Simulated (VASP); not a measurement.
Calculation: PBE GGA, VASP's PBE PAW potentials (set 64) (plane waves; VASP).

Input for VASP

**POSCAR**
```
BaHfO3
1.0
  4.1589323311   0.0000000000   0.0000000000
  0.0000000000   4.1589323311   0.0000000000
  0.0000000000   0.0000000000   4.1589323311
Ba Hf O
1 1 3
Cartesian
  0.0000000000   0.0000000000   0.0000000000
  2.0794661655   2.0794661655   2.0794661655
  2.0794661655   0.0000000000   2.0794661655
  0.0000000000   2.0794661655   2.0794661655
  2.0794661655   2.0794661655   0.0000000000
```

INCAR:
```
SYSTEM  =  BaHfO3
PREC  =  Accurate; ENCUT  =  620; LREAL  =  .FALSE.
LASPH  =  .TRUE.
EDIFF  =  1E-6; NELM  =  100; ALGO  =  Normal
LMAXMIX  =  6
ISMEAR  =  0; SIGMA  =  0.05
GGA  =  PE
IBRION  =  2; NSW  =  40; ISIF  =  3
EDIFFG  =  -0.02; PSTRESS  =  50
LWAVE  =  .FALSE.; LCHARG  =  .FALSE.
```

**KPOINTS**
```
Automatic mesh
0
Gamma
5 5 5
0 0 0
```

POTCAR, in this order: Ba_sv Hf_pv O (PBE.64 set). Program: vasp_std.

What will the output report for the number of irreducible k-points (NKPTS), largest plane-wave count, number of space-group operations, FFT grid (NGX, NGY, NGZ)?

```yaml
number of irreducible k-points (NKPTS): 10
largest_plane_wave_count: 2542
number_of_space_group_operations: 48
FFT grid (NGX, NGY, NGZ): 36 × 36 × 36
```

The compound is BaHfO3 in the cubic perovskite structure. It was relaxed first under an external pressure of 5 GPa.
